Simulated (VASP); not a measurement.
# BN (P6_3/mmc) in VASP: notebook, part 2 of 2

VASP 6.6.1. Earlier steps stand in the parts before.

**3. Relaxation of cell and atoms, PBE+D4**

This run uses another cell than the first one, of 8.89 Å³/atom, 0.991 times its volume.

Contents of INCAR:

```
  PREC = Accurate
  ENCUT = 520
  EDIFF = 1E-7
  ISMEAR = 0
  SIGMA = 0.02
  LREAL = False
  LASPH = True
  NELM = 60
  ALGO = Normal
  ISIF = 3
  LWAVE = False
  LCHARG = False
  GGA = PE
  IVDW = 13
  IBRION = 2
  NSW = 80
  EDIFFG = -0.002
```

Contents of KPOINTS:

```
Automatic mesh
0
Gamma
  15 15 6
```

Contents of POSCAR:

```
BN                                      
1.0
    2.5074214142      0.0000000000      0.0000000000
   -1.2537107071      2.1714906379      0.0000000000
    0.0000000000     -0.0000000000      6.5290786045
  B               N             
     2     2
Direct
     0.3333333300000021    0.6666666699999979    0.2500000000000000
     0.6666666699999979    0.3333333300000021    0.7500000000000000
     0.3333333300000021    0.6666666699999979    0.7500000000000000
     0.6666666699999979    0.3333333300000021    0.2500000000000000
```

Potentials or basis: VASP PAW PBE potentials, release 64 (B, N).

Started as:

```
> cat potpaw_PBE.64/B/POTCAR potpaw_PBE.64/N/POTCAR > POTCAR
> mpirun -np 1 vasp_std > vasp.out
```

OUTCAR:

```text
PREC = Accurate
   ENCUT = 520
   EDIFF = 1E-7
   ISMEAR = 0
   LREAL = False
   LASPH = True
   NELM = 60
   ISIF = 3
   GGA = PE
   IVDW = 13
   IBRION = 2
   NSW = 80
   EDIFFG = -0.002

 ion  position               nearest neighbor table
   1  0.333  0.667  0.250-   4 1.45   4 1.45   4 1.45
   2  0.667  0.333  0.750-   3 1.45   3 1.45   3 1.45
   3  0.333  0.667  0.750-   2 1.45   2 1.45   2 1.45
   4  0.667  0.333  0.250-   1 1.45   1 1.45   1 1.45

  LATTYP: Found a hexagonal cell.
 ALAT       =     2.5074214142
 C/A-ratio  =     2.6039015889

  Lattice vectors:

 A1 = (   2.5074214142,   0.0000000000,   0.0000000000)
 A2 = (  -1.2537107071,   2.1714906379,   0.0000000000)
 A3 = (   0.0000000000,   0.0000000000,   6.5290786045)

Analysis of symmetry for initial positions (statically):
=====================================================================
 Subroutine PRICEL returns:
 Original cell was already a primitive cell.

 Routine SETGRP: Setting up the symmetry group for a
 hexagonal supercell.

 Subroutine GETGRP returns: Found 24 space group operations
[... 194 lines left out ...]
     12      13.9015      0.00000
[... 331 lines left out ...]
 k-point    24 :       0.4000    0.2000    0.0000
  band No.  band energies     occupation
      1     -11.8583      2.00000
      2     -11.7939      2.00000
      3      -6.0535      2.00000
      4      -5.9557      2.00000
      5      -3.5437      2.00000
      6      -3.4550      2.00000
      7       1.5200      2.00000
      8       2.3356      2.00000
      9       6.9675      0.00000
     10       7.8178      0.00000
     11      14.1408      0.00000
     12      14.3912      0.00000

 [... further k-points ...]

------------------------ aborting loop because EDIFF is reached ----------------------------------------

  DFT-D4 for vdW energy calculation

  Edisp (eV):   -0.65346

  FORCE on cell =-STRESS in cart. coord.  units (eV):
  Direction    XX          YY          ZZ          XY          YZ          ZX
  --------------------------------------------------------------------------------------
  -------------------------------------------------------------------------------------
  Total      -0.00012    -0.00012    -0.00399     0.00000    -0.00000     0.00000
  in kB      -0.00526    -0.00526    -0.17967     0.00000    -0.00000     0.00000
  external pressure =       -0.06 kB  Pullay stress =        0.00 kB

 VOLUME and BASIS-vectors are now :
 -----------------------------------------------------------------------------
  energy-cutoff  :      520.00
  volume of cell :       35.55
      direct lattice vectors                 reciprocal lattice vectors
     2.507421414  0.000000000  0.000000000     0.398816088  0.230256576  0.000000000
    -1.253710707  2.171490638  0.000000000     0.000000000  0.460513153  0.000000000
     0.000000000  0.000000000  6.529078605     0.000000000  0.000000000  0.153160968

 POSITION                                       TOTAL-FORCE (eV/Angst)
 -----------------------------------------------------------------------------------
     -0.00000      1.44766      1.63227        -0.000000     -0.000000      0.000000
      1.25371      0.72383      4.89681         0.000000      0.000000      0.000000
     -0.00000      1.44766      4.89681        -0.000000      0.000000      0.000000
      1.25371      0.72383      1.63227         0.000000     -0.000000      0.000000
 -----------------------------------------------------------------------------------
    total drift:                               -0.000002      0.000001      0.000000

  FREE ENERGIE OF THE ION-ELECTRON SYSTEM (eV)
  ---------------------------------------------------
  free  energy   TOTEN  =       -35.7957759789 eV

  energy  without entropy=      -35.7957759789  energy(sigma->0) =      -35.79577598

 reached required accuracy - stopping structural energy minimisation
```

OSZICAR:

```text
N       E                     dE             d eps       ncg     rms          rms(c)
DAV:   1     0.656461590934E+02    0.65646E+02   -0.84077E+03  2608   0.123E+03
DAV:   2    -0.342613045963E+02   -0.99907E+02   -0.91796E+02  3884   0.267E+02
DAV:   3    -0.386051134292E+02   -0.43438E+01   -0.43170E+01  3332   0.579E+01
DAV:   4    -0.386496179767E+02   -0.44505E-01   -0.44484E-01  3192   0.639E+00
DAV:   5    -0.386502451726E+02   -0.62720E-03   -0.62708E-03  3316   0.753E-01    0.112E+01
DAV:   6    -0.354955296168E+02    0.31547E+01   -0.80021E+00  2968   0.232E+01    0.507E+00
DAV:   7    -0.352188562930E+02    0.27667E+00   -0.48170E-01  3220   0.612E+00    0.313E+00
DAV:   8    -0.351442500951E+02    0.74606E-01   -0.27530E-01  3168   0.408E+00    0.386E-01
DAV:   9    -0.351413745305E+02    0.28756E-02   -0.11036E-02  3096   0.958E-01    0.182E-01
DAV:  10    -0.351422337001E+02   -0.85917E-03   -0.12128E-03  3108   0.307E-01    0.371E-02
DAV:  11    -0.351423229527E+02   -0.89253E-04   -0.19517E-04  3264   0.125E-01    0.273E-02
DAV:  12    -0.351423191886E+02    0.37641E-05   -0.44784E-05  3128   0.598E-02    0.428E-03
DAV:  13    -0.351423194736E+02   -0.28502E-06   -0.16327E-06  3264   0.119E-02    0.948E-04
DAV:  14    -0.351423195619E+02   -0.88296E-07   -0.15578E-07  2916   0.333E-03
   1 F= -.35795776E+02 E0= -.35795776E+02  d E =-.357958E+02
```

CONTCAR:

```text
BN
   1.00000000000000
     2.5074214142000000    0.0000000000000000    0.0000000000000000
    -1.2537107071000000    2.1714906378999999    0.0000000000000000
     0.0000000000000000    0.0000000000000000    6.5290786045000004
  B               N
     2     2
Direct
     0.3333333300000021    0.6666666699999979    0.2500000000000000
     0.6666666699999979    0.3333333300000021    0.7500000000000000
     0.3333333300000021    0.6666666699999979    0.7500000000000000
     0.6666666699999979    0.3333333300000021    0.2500000000000000

  0.00000000E+00  0.00000000E+00  0.00000000E+00
  0.00000000E+00  0.00000000E+00  0.00000000E+00
  0.00000000E+00  0.00000000E+00  0.00000000E+00
  0.00000000E+00  0.00000000E+00  0.00000000E+00
```

Wall time 37 s (1 thread of Intel Xeon Platinum 8488C (Sapphire Rapids), shared host); peak memory 0.17 GiB.

What came out:

* Free energy: -35.7958 eV
* Pressure after relaxing: 0.0 GPa
* Band gap on the k mesh: 4.25 eV, indirect (least direct gap 4.63 eV)
* Dispersion energy per atom: -0.163 eV

Final structure:
```yaml
crystal:
  lattice:
    - [2.50742, 0.00000, 0.00000]
    - [-1.25371, 2.17149, 0.00000]
    - [0.00000, 0.00000, 6.52908]
  atoms:
    - { symbol: B, position: [0.33333, 0.66667, 0.25000] }
    - { symbol: B, position: [0.66667, 0.33333, 0.75000] }
    - { symbol: N, position: [0.33333, 0.66667, 0.75000] }
    - { symbol: N, position: [0.66667, 0.33333, 0.25000] }
```

Caveat: the relaxation stopped at its first step, so nothing moved; an odd mesh through Γ misses points on the zone boundary, where band edges often lie.
